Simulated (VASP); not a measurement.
# Lattice of TiAl3 across functionals and dispersion corrections, part 3 of 3

Aim: relax TiAl3 with several functionals and dispersion schemes, and compare the cells. LASPH is on for some levels and off for others; the table marks which. The start is a computed cell from the Materials Project.

VASP 6.6.1, plane waves and PAW; the level of theory is named at each step.

Still holding for the runs below: This run has no spin polarisation. Its electron count is odd, so without a moment it is a metal by construction.

So far. Step 5 (Relaxation with r2SCAN): It ends at 15.64 Å³/atom, under 0.05 % from the start, with -0.02 GPa left. The conventional cell has a = 3.823 and c = 8.556 Å. Step 6 (Relaxation with PBE + D3(BJ)): It ends at 15.28 Å³/atom, -2.3 % from the start, with 0.04 GPa left. The conventional cell has a = 3.794 and c = 8.494 Å. Against plain PBE, the dispersion term moves a by -1.4 % and c by -1.4 %.

### Step 7. Relaxation with r2SCAN + rVV10

This step: r2SCAN with rVV10; plane waves and PAW (Ti_sv, Al) (VASP 6.6.1).

LUSE_VDW switches on a nonlocal correlation term for dispersion.

The input, INCAR:

```
SYSTEM = TiAl3
PREC = Accurate
ENCUT = 520
EDIFF = 1E-06
NELM = 100
ISMEAR = -1
SIGMA = 0.05
LREAL = .FALSE.
ALGO = Normal
METAGGA = R2SCAN
LUSE_VDW = .TRUE.
IVDW_NL = 2
BPARAM = 11.95
CPARAM = 0.0093
LASPH = .TRUE.
NBANDS = 16
LORBIT = 11
LWAVE = .FALSE.
LCHARG = .FALSE.
KPAR = 4
IBRION = 2
NSW = 60
ISIF = 3
EDIFFG = -0.01
```

The input, POSCAR:

```
TiAl3
1.0
   -1.9111067713      1.9111067713      4.2806687947
    1.9111067713     -1.9111067713      4.2806687947
    1.9111067713      1.9111067713     -4.2806687947
Ti Al
1 3
Direct
    0.0000000000      0.0000000000      0.0000000000
    0.5000000000      0.5000000000      0.0000000000
    0.7500000000      0.2500000000      0.5000000000
    0.2500000000      0.7500000000      0.5000000000
```

The input, KPOINTS:

```
Automatic mesh
0
Gamma
8 8 8
0 0 0
```

Potentials, in the order of the species: Ti_sv and Al (PBE family, release 64).

Started as:

```console
$ mpirun -np 4 vasp_std
```

Numbers of over 12 decimals in the logs are rounded to 6 here.

The program printed:

```text
[banner, memory and clock lines left out]
running    4 mpi-ranks, on    1 nodes
[...]
|                                                                             |
|               ----> ADVICE to this user running VASP <----                  |
|                                                                             |
|     You have switched on vdW-DFT.                                           |
|     This routine was written and supplied by Jiri Klimes. We recommend      |
|     that you carefully read and cite the following publications:            |
|       J. Klimes, D.R. Bowler, A. Michelides                                 |
|          J. Phys.: Cond Matt. 22 022201 (2010)                              |
|       J. Klimes, D.R. Bowler, A. Michelides                                 |
|          Phys. Rev. B. 83, 195131 (2011)                                    |
|     and references therein.                                                 |
|                                                                             |

[...]
DAV:   5    -0.344435800905E+02   -0.42476E-05   -0.10244E-05  2208   0.327E-02    0.126E-02
Total rVV10 correction in eV:      0.4745721    27.5390958
Total rVV10 correction in eV:      0.4745721    27.5390958
Total rVV10 correction in eV:      0.4745721    27.5390958
Total rVV10 correction in eV:      0.4745721    27.5390958
DAV:   6    -0.344435862310E+02   -0.61405E-05   -0.20099E-05  2872   0.237E-02    0.400E-03
Total rVV10 correction in eV:      0.4745738    27.5390958
Total rVV10 correction in eV:      0.4745738    27.5390958
Total rVV10 correction in eV:      0.4745738    27.5390958
Total rVV10 correction in eV:      0.4745738    27.5390958
DAV:   7    -0.344435863433E+02   -0.11225E-06   -0.28100E-06  1840   0.109E-02
Total rVV10 correction in eV:      0.4745729    27.5390958
Total rVV10 correction in eV:      0.4745729    27.5390958
Total rVV10 correction in eV:      0.4745729    27.5390958
Total rVV10 correction in eV:      0.4745729    27.5390958
Total rVV10 correction in eV:      0.4745744    27.5390958
Total rVV10 correction in eV:      0.4745744    27.5390958
Total rVV10 correction in eV:      0.4745744    27.5390958
Total rVV10 correction in eV:      0.4745744    27.5390958
   3 F= -.34443586E+02 E0= -.34438760E+02  d E =-.394981E-03
[...]
reached required accuracy - stopping structural energy minimisation
```

Wall time 10 min (4 MPI ranks of AMD EPYC 7R43, shared host); peak memory 1.9 GiB; 41 min of CPU time.

OUTCAR, selected parts (step 7):

```text
  Total        0.0211037      0.0211037     -0.0127235      0.0000000     -0.0000000      0.0000000
  in kB        0.5429218      0.5429218     -0.3273297      0.0000000     -0.0000000      0.0000000
  external PRESSURE =       0.2528380 kB  Pullay stress =       0.0000000 kB

 POSITION                                       TOTAL-FORCE (eV/Angst)
 -----------------------------------------------------------------------------------
     -0.00000      0.00000      0.00000         0.000000     -0.000000      0.000000
      0.00000      0.00000      4.27312         0.000000     -0.000000      0.000000
      0.00000      1.90881      2.13656         0.000000      0.000000     -0.000000
      1.90881      0.00000      2.13656        -0.000000     -0.000000     -0.000000
 -----------------------------------------------------------------------------------
    total drift:                               -0.000000     -0.000000      0.000000

  FREE ENERGIE OF THE ION-ELECTRON SYSTEM (eV)
  ---------------------------------------------------
  free  energy   TOTEN  =       -34.4435863433 eV

  energy  without entropy=      -34.4339342655  energy(sigma->0) =      -34.43876030

[... 2 parts as in an earlier step ...]

[... 2 further parts left out ...]
[key lines of the parts left out:]
E-fermi :   8.4063
```

It ends at 15.57 Å³/atom, -0.4 % from the start, with 0.03 GPa left. The conventional cell has a = 3.818 and c = 8.546 Å. Against plain r2SCAN, the dispersion term moves a by -0.2 % and c by -0.1 %.

### Step 8. Relaxation with PBE + TS

This step: PBE with TS; plane waves and PAW (Ti_sv, Al) (VASP 6.6.1).

The Tkatchenko-Scheffler scheme scales free-atom polarisabilities by Hirshfeld volumes.

INCAR: that of step 7 with these lines changed.

```diff
@@ -9,8 +9,4 @@
 ALGO = Normal
-METAGGA = R2SCAN
-LUSE_VDW = .TRUE.
-IVDW_NL = 2
-BPARAM = 11.95
-CPARAM = 0.0093
-LASPH = .TRUE.
+GGA = PE
+IVDW = 20
 NBANDS = 16
```

POSCAR is that of step 7.

KPOINTS is that of step 7.

Started as:

```console
$ mpirun -np 4 vasp_std
```

The program printed:

```text
[... set-up lines as in an earlier step ...]
 entering main loop
       N       E                     dE             d eps       ncg     rms          rms(c)
[... 13 cycles as in an earlier step ...]
 augmentation electrons   21.070167
 total        electrons   21.070167
 augmentation electrons   47.792138
 total        electrons   47.792138
 augmentation electrons   3.785444
 soft         electrons   17.284723
 total        electrons   21.070166
 translations:           2           2           3
   1 F= -.23556223E+02 E0= -.23550549E+02  d E =-.235562E+02
[...]
2 F= -.23568766E+02 E0= -.23563726E+02  d E =-.125426E-01
[...]
3 F= -.23633165E+02 E0= -.23627832E+02  d E =-.769425E-01
[...]
4 F= -.23633148E+02 E0= -.23627840E+02  d E =-.769248E-01
[...]
5 F= -.23632984E+02 E0= -.23627683E+02  d E =-.767606E-01
[...]
6 F= -.23633260E+02 E0= -.23627919E+02  d E =-.276254E-03
 trial-energy change:   -0.000276  1 .order   -0.000091   -0.000201    0.000020
 step:   0.9001(harm=  0.8314)  dis= 0.00000  next Energy=   -23.633260 (dE=-0.276E-03)
 reached required accuracy - stopping structural energy minimisation
```

Elapsed: 3.5 min, on 4 MPI ranks; peak memory 1 GiB; 14 min of CPU time.

OUTCAR, selected parts (step 8):

```text
  Edisp (eV):   -3.09485

  Total      -0.02127    -0.02127    -0.02925     0.00000     0.00000     0.00000
  in kB      -0.57787    -0.57787    -0.79479     0.00000     0.00000     0.00000
  external pressure =       -0.65 kB  Pullay stress =        0.00 kB

 POSITION                                       TOTAL-FORCE (eV/Angst)
 -----------------------------------------------------------------------------------
      0.00000      0.00000      0.00000        -0.000000     -0.000000      0.000000
      0.00000      0.00000      4.19448        -0.000000     -0.000000      0.000000
      0.00000      1.87480      2.09724         0.000000     -0.000000     -0.000000
      1.87480      0.00000      2.09724        -0.000000      0.000000      0.000000
 -----------------------------------------------------------------------------------
    total drift:                               -0.000000     -0.000000      0.000000

  FREE ENERGIE OF THE ION-ELECTRON SYSTEM (eV)
  ---------------------------------------------------
  free  energy   TOTEN  =       -23.6332598845 eV

  energy  without entropy=      -23.6225771365  energy(sigma->0) =      -23.62791851

[... 2 parts as in an earlier step ...]

[... 2 further parts left out ...]
[key lines of the parts left out:]
E-fermi :   8.9766
```

It ends at 14.74 Å³/atom, -5.7 % from the start, with -0.07 GPa left. The conventional cell has a = 3.750 and c = 8.389 Å. Against plain PBE, the dispersion term moves a by -2.5 % and c by -2.6 %.

### Step 9. Relaxation with revPBE + D3(BJ)

This step: revPBE with D3(BJ); plane waves and PAW (Ti_sv, Al) (VASP 6.6.1).

revPBE by itself binds more weakly than PBE and expands cells; dispersion terms fitted to it are the larger for that.

INCAR: that of step 8 with these lines changed.

```diff
@@ -9,4 +9,4 @@
 ALGO = Normal
-GGA = PE
-IVDW = 20
+GGA = RE
+IVDW = 12
 NBANDS = 16
```

POSCAR is that of step 8.

KPOINTS is that of step 8.

Started as:

```console
$ mpirun -np 4 vasp_std
```

The program printed:

```text
[... set-up lines as in an earlier step ...]
 entering main loop
       N       E                     dE             d eps       ncg     rms          rms(c)
DAV:   1     0.121821332558E+03    0.12182E+03   -0.92979E+03  1888   0.121E+03
DAV:   2    -0.126177345554E+02   -0.13444E+03   -0.13240E+03  1960   0.321E+02
DAV:   3    -0.215192407642E+02   -0.89015E+01   -0.87252E+01  3120   0.717E+01
DAV:   4    -0.217113021996E+02   -0.19206E+00   -0.19192E+00  2208   0.105E+01
[...]
DAV:  11    -0.197281569453E+02    0.16504E-02   -0.95654E-03  2760   0.668E-01    0.317E-02
DAV:  12    -0.197281626829E+02   -0.57376E-05   -0.14628E-04  2280   0.912E-02    0.284E-02
DAV:  13    -0.197281626382E+02    0.44685E-07   -0.20962E-06  2576   0.120E-02
   1 F= -.22938149E+02 E0= -.22932523E+02  d E =-.229381E+02
[...]
2 F= -.22964226E+02 E0= -.22958987E+02  d E =-.260764E-01
[...]
3 F= -.22981526E+02 E0= -.22976144E+02  d E =-.433771E-01
[...]
4 F= -.22981531E+02 E0= -.22976152E+02  d E =-.433812E-01
[...]
5 F= -.22981612E+02 E0= -.22976197E+02  d E =-.818230E-04
 trial-energy change:   -0.000082  1 .order   -0.000083   -0.000151   -0.000016
 step:   1.0357(harm=  1.0357)  dis= 0.00000  next Energy=   -22.981615 (dE=-0.844E-04)
 reached required accuracy - stopping structural energy minimisation
```

It took 2.6 min on 4 MPI ranks; peak memory 1 GiB.

OUTCAR, selected parts (step 9):

```text
 Edisp (eV)   -3.36553

 Edisp (eV)   -3.36555

  Total       0.02493     0.02493     0.00990     0.00000     0.00000     0.00000
  in kB       0.66811     0.66811     0.26532     0.00000     0.00000     0.00000
  external pressure =        0.53 kB  Pullay stress =        0.00 kB

 POSITION                                       TOTAL-FORCE (eV/Angst)
 -----------------------------------------------------------------------------------
      0.00000     -0.00000      0.00000         0.000000      0.000000      0.000000
      0.00000      0.00000      4.20894         0.000000      0.000000      0.000000
     -0.00000      1.88438      2.10447        -0.000000     -0.000000     -0.000000
      1.88438     -0.00000      2.10447         0.000000     -0.000000     -0.000000
 -----------------------------------------------------------------------------------
    total drift:                               -0.000000     -0.000000      0.000000

  FREE ENERGIE OF THE ION-ELECTRON SYSTEM (eV)
  ---------------------------------------------------
  free  energy   TOTEN  =       -22.9816124014 eV

  energy  without entropy=      -22.9707818879  energy(sigma->0) =      -22.97619714

[... 2 parts as in an earlier step ...]

[... 2 further parts left out ...]
[key lines of the parts left out:]
E-fermi :   8.9134
```

It ends at 14.95 Å³/atom, -4.4 % from the start, with 0.05 GPa left. The conventional cell has a = 3.769 and c = 8.418 Å.

### Step 10. The cells as a table

This step: relaxed cells at several levels; plane waves and PAW (VASP 6.6.1).

No new run; the numbers come from the runs before.

Lengths are those of the conventional cell; cost is the wall time of each run, as given at its step, times its ranks, without the set-up around it; LASPH differs between rows, which moves results and costs too. Results by level, by row:

| level | volume (Å³/atom) | change from the start (%) | a (Å) | c (Å) | cost (core minutes) | LASPH |
| --- | --- | --- | --- | --- | --- | --- |
| LDA | 15.22 | -2.7 | 3.787 | 8.492 | 6.6 | off |
| PBEsol | 15.58 | -0.3 | 3.818 | 8.551 | 7.2 | off |
| PBE | 15.94 | 1.9 | 3.847 | 8.614 | 6.53 | off |
| r2SCAN | 15.64 | 0 | 3.823 | 8.556 | 14.3 | on |
| PBE + D3(BJ) | 15.28 | -2.3 | 3.794 | 8.494 | 8.07 | off |
| r2SCAN + rVV10 | 15.57 | -0.4 | 3.818 | 8.546 | 40.8 | on |
| PBE + TS | 14.74 | -5.7 | 3.75 | 8.389 | 14.1 | off |
| revPBE + D3(BJ) | 14.95 | -4.4 | 3.769 | 8.418 | 10.5 | off |

### Step 11. What came out

```yaml
volume_lda: 15.22 Å³/atom
volume_pbesol: 15.58 Å³/atom
volume_pbe: 15.94 Å³/atom
volume_r2scan: 15.64 Å³/atom
volume_pbe_d3_bj: 15.28 Å³/atom
volume_r2scan_rvv10: 15.57 Å³/atom
volume_pbe_ts: 14.74 Å³/atom
volume_revpbe_d3_bj: 14.95 Å³/atom
```

**Reading.** For TiAl3 the levels give volumes between 14.74 Å³/atom (PBE + TS) and 15.94 Å³/atom (PBE), a spread of 8.1 %, while the cost of the finished runs spans a factor of 6.2. The costs hold the number of ionic steps as well as the price of the functional. Adding D3(BJ) to PBE changes the volume by -4.1 % (a by -1.4 % and c by -1.4 %). Adding rVV10 to r2SCAN changes the volume by -0.4 % (a by -0.2 % and c by -0.1 %). Adding TS to PBE changes the volume by -7.5 % (a by -2.5 % and c by -2.6 %). Pairwise corrections of the D and TS kind ignore the screening in a metal, so they may overbind here. Within 0.02 Å all end in space group I4/mmm; the runs can't lower the symmetry of the start. LASPH is on for some levels and off for others, so differences between them are not the functional's alone. Each is a single relaxation on the plane waves of the start cell, so larger changes of volume carry a basis-set error that was not tested here. Zero-point and thermal expansion are not included.

[Lines on the potential files, build, host, timing and source positions are cut from VASP's logs without a mark.]

[Logs are printed without paths, hosts, clocks, repeated set-up lines and the standing remarks that a program may print on its own settings, such as how far it seeks lower states.]

[Hosts, paths, dates, database ids (printed as entryN), source tags and the programs' standing remarks are cut or masked in the printed files.]

[A measured line is paired with the nearest computed mode of its activity, which favours agreement.]
